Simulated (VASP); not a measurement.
Input of a VASP 6.6.1 run:

File INCAR:

```
SYSTEM = Si5H12O3
PREC = Accurate
ENCUT = 400
EDIFF = 1E-7
ISMEAR = 0
SIGMA = 0.02
LREAL = .False.
LASPH = .True.
NELM = 80
ALGO = Normal
ISIF = 2
LWAVE = .False.
LCHARG = .False.
GGA = CA
NBANDS = 41
```

The input KPOINTS:

```
Automatic mesh
0
Gamma
  1 1 1
  0 0 0
```

File POSCAR:

```
Si5H12O3
1.0
   15.0000000000      0.0000000000      0.0000000000
    0.0000000000     15.0000000000      0.0000000000
    0.0000000000      0.0000000000     15.0000000000
Si O H
5 3 12
Direct
    0.4974781700      0.4965388300      0.5204854800
    0.4788416300      0.4707400600      0.6735447400
    0.6993295500      0.5015137400      0.4670442700
    0.4070942300      0.3476394000      0.4052511100
    0.4138339700      0.6787732800      0.4620226700
    0.5973481400      0.4653958700      0.4886363300
    0.4233974900      0.4401233600      0.4631391700
    0.4853081700      0.6028899600      0.4981128000
    0.3895098200      0.5034878800      0.7033245500
    0.5492382000      0.5184395300      0.7255977400
    0.4852297700      0.3732212400      0.6932779500
    0.7426385600      0.5337348800      0.5507345700
    0.7508916600      0.4250493500      0.4300959400
    0.6967969500      0.5756813300      0.4007116500
    0.4121125000      0.2683539200      0.4653072200
    0.3164609300      0.3532335300      0.3649318600
    0.4754650900      0.3388341300      0.3334538900
    0.3399824800      0.6902539400      0.5278429600
    0.4634337700      0.7643096600      0.4523132900
    0.3756089100      0.6517861000      0.3741717900
```

Potentials or basis: VASP PAW LDA potentials, release 64 (Si, O, H).

Launch:

```bash
$ cat potpaw_LDA.64/Si/POTCAR potpaw_LDA.64/O/POTCAR potpaw_LDA.64/H/POTCAR > POTCAR
$ mpirun -np 1 vasp_std > vasp.out
```

(1) Predict the gap between the frontier levels.

(2) What does it give for the largest force?

Answers

(1) 5.44 eV.

(2) 0.455 eV/Å.
